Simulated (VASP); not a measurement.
All values below come from AM05 GGA, VASP's PBE PAW potentials (set 64) (plane waves; VASP).

A VASP calculation is set up with these files.

INCAR:
```
# general
SYSTEM  = Ba
PREC    = Accurate
ENCUT   = 520
LREAL   = F
LASPH   = T

# electronic loop
EDIFF   = 1E-6
NELM    = 100
ALGO    = Normal
LMAXMIX = 4

# smearing
ISMEAR  = 1
SIGMA   = 0.1

# functional
GGA     = AM

# ions
IBRION  = 2
NSW     = 60
ISIF    = 3
EDIFFG  = -0.01

# output
LWAVE   = F
LCHARG  = F
```

KPOINTS:
```
Automatic
0
G
 9 9 9
0 0 0
```

**POSCAR**
```
Ba
1
   -2.4866876389     2.4866876389     2.4866876389
    2.4866876389    -2.4866876389     2.4866876389
    2.4866876389     2.4866876389    -2.4866876389
Ba
1
Direct
  0.0000000000   0.0000000000   0.0000000000
```

POTCAR, in this order: Ba_sv (PBE.64 set). Program: vasp_std.

Unless said otherwise, spin-orbit coupling is left out, though it shifts the bands of the heavy elements here.

**Question.** Predict the energy per atom (σ→0), band gap (on the k-mesh).

**Answer.** 
```yaml
energy per atom (σ→0): -1.944 eV/atom
band gap (on the k-mesh): none (metal, semimetal or under 0.01 eV)
```

File OSZICAR:
```
...
DAV:   4    -0.194390305896E+01   -0.76804E-01   -0.76770E-01   975   0.491E+00
DAV:   5    -0.194472102543E+01   -0.81797E-03   -0.81797E-03   884   0.377E-01    0.157E+00
DAV:   6    -0.194456890689E+01    0.15212E-03   -0.27089E-03   839   0.641E-01    0.935E-01
DAV:   7    -0.194435502165E+01    0.21389E-03   -0.53848E-03   703   0.937E-01    0.440E-02
DAV:   8    -0.194441361122E+01   -0.58590E-04   -0.24928E-04  1017   0.999E-02    0.157E-02
DAV:   9    -0.194441768826E+01   -0.40770E-05   -0.33735E-06   880   0.204E-02    0.618E-03
DAV:  10    -0.194441795198E+01   -0.26372E-06   -0.21540E-06   639   0.137E-02
   1 F= -.19444180E+01 E0= -.19438055E+01  d E =-.194442E+01
```

The compound is Ba in the bcc structure. It was relaxed first. The start is the result of an earlier pass.
